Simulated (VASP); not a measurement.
An input for Ansatz (written as the equivalent of a VASP run, and not itself run):

Ansatz 0.2 input:
```yaml
crystal:
  lattice:
    - [4.0377387, 0.0000000, 0.0000000]
    - [0.0000000, 4.0377387, 0.0000000]
    - [0.0000000, 0.0000000, 2.8327300]
  atoms:
    - { symbol: Al, position: [0.5000000, 0.0000000, 0.5000000] }
    - { symbol: Al, position: [0.0000000, 0.5000000, 0.5000000] }
    - { symbol: Cu, position: [0.0000000, 0.0000000, 0.0000000] }
kpoints:
  mp_grid: { grid: [7, 7, 10] }
hamiltonian:
  xc: lda
  pseudopotentials: { kind: paw }
scf:
  occupations: { method: methfessel_paxton, width: 0.1 }
  max_iter: 100
relax:
  max_steps: 30
  f_tol: 0.001
output: { forces: true, stress: true, eigenvalues: true }
```

Problem. Translate this input to VASP (INCAR, KPOINTS, POSCAR, choice of POTCAR).

Solution. Several could match; the one computed here: 
**INCAR**
```
# general
SYSTEM  = Al2Cu
PREC    = Accurate
ENCUT   = 400   # plane-wave cut-off (eV)
LREAL   = F
LASPH   = T   # aspherical one-centre terms

# electronic loop
EDIFF   = 1E-8   # SCF stop (eV)
NELM    = 100   # most electronic steps
ALGO    = Normal
LMAXMIX = 4

# smearing
ISMEAR  = 1   # Methfessel-Paxton
SIGMA   = 0.1

# ions
IBRION  = 1   # quasi-Newton
NSW     = 30   # most ionic steps
ISIF    = 2
EDIFFG  = -0.001   # ionic stop

# output
LWAVE   = F
LCHARG  = F
```

KPOINTS:
```
kpoints
0
Gamma
7 7 10
0 0 0
```

File POSCAR:
```
Al2Cu
1
    4.0377386658     0.0000000000     0.0000000000
    0.0000000000     4.0377386658     0.0000000000
    0.0000000000     0.0000000000     2.8327300166
Al Cu
2 1
Direct
  0.5000000000   0.0000000000   0.5000000000
  0.0000000000   0.5000000000   0.5000000000
  0.0000000000   0.0000000000   0.0000000000
```

POTCAR, in this order: Al Cu (LDA.64 set). Program: vasp_std.

What does not carry over: each code has its own PAW files, so the cut-off isn't converted (ENCUT is set for VASP's; basis.ecutwfc is left out, and Ansatz then takes the one that its files recommend); Ansatz stops its SCF on the density residual and VASP on the energy change (EDIFF); Ansatz's lda is the Perdew-Wang form, while the LDA potentials of VASP carry Perdew-Zunger's.

The structure comes from a computed database's Al2Cu entry (P4/mmm); how it stands against other phases isn't given here. It was relaxed first, which changed the volume by -5 %. The start is the result of an earlier pass.
